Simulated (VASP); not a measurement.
An input for Quantum ESPRESSO's pw.x (written as the equivalent of a VASP run, and not itself run):

```
&CONTROL
  calculation = 'scf'
  pseudo_dir = './pseudo'
  outdir = './out'
  tprnfor = .true.
  tstress = .true.
/
&SYSTEM
  ibrav = 0
  nat = 4
  ntyp = 2
  ecutwfc = 84
  occupations = 'tetrahedra'
  input_dft = 'pbesol'
/
&ELECTRONS
  conv_thr = 7.3e-09
  electron_maxstep = 100
/
ATOMIC_SPECIES
  Nb 92.906 Nb.upf
  As 74.922 As.upf
CELL_PARAMETERS angstrom
     3.2911551    0.0000000    0.0000000
    -1.6455776    2.8502239    0.0000000
    -0.0000000   -0.0000000    8.4243024
ATOMIC_POSITIONS crystal
  Nb   0.3333330  0.6666670  0.0384128
  Nb   0.6666670  0.3333330  0.5384128
  As   0.3333330  0.6666670  0.3365872
  As   0.6666670  0.3333330  0.8365872
K_POINTS automatic
  12 12 4 0 0 0
```

Task: Write the VASP files for the same calculation (PBEsol).

Result: One answer among several that fit: 
File KPOINTS:
```
Automatic mesh
0
Gamma
12 12 4
0 0 0
```

**INCAR**
```
# general
SYSTEM   =  NbAs
PREC     =  Accurate
ENCUT    =  400
LREAL    =  .FALSE.
LASPH    =  .TRUE.

# electronic loop
EDIFF    =  1E-7
NELM     =  100
ALGO     =  Normal
LMAXMIX  =  4

# smearing
ISMEAR   =  -5

# functional
GGA      =  PS

# ions
ISIF     =  2

# output
LWAVE    =  .FALSE.
LCHARG   =  .TRUE.
LORBIT   =  11
NEDOS    =  601

# other
LEFG     =  .TRUE.
```

POSCAR:
```
NbAs
1
    3.2911551162     0.0000000000     0.0000000000
   -1.6455775582     2.8502238973     0.0000000000
   -0.0000000000    -0.0000000000     8.4243023766
Nb As
2 2
Direct
  0.3333330000   0.6666670000   0.0384127722
  0.6666670000   0.3333330000   0.5384127722
  0.3333330000   0.6666670000   0.3365872278
  0.6666670000   0.3333330000   0.8365872278
```

POTCAR, in this order: Nb_sv As (PBE.64 set). Program: vasp_std.

Limits of the translation: the potentials are each code's own (VASP's PAW set, PseudoDojo norm-conserving files in pw.x), so ENCUT and ecutwfc are chosen apart and not converted; conv_thr bounds pw.x's estimated SCF error, while EDIFF bounds the energy change between steps; the field gradients of LEFG aren't asked of the other code.

The structure was generated: NbAs was put into the wurtzite type (P6_3mc), which need not be its known phase. It was relaxed first, which changed the volume by -43 %.
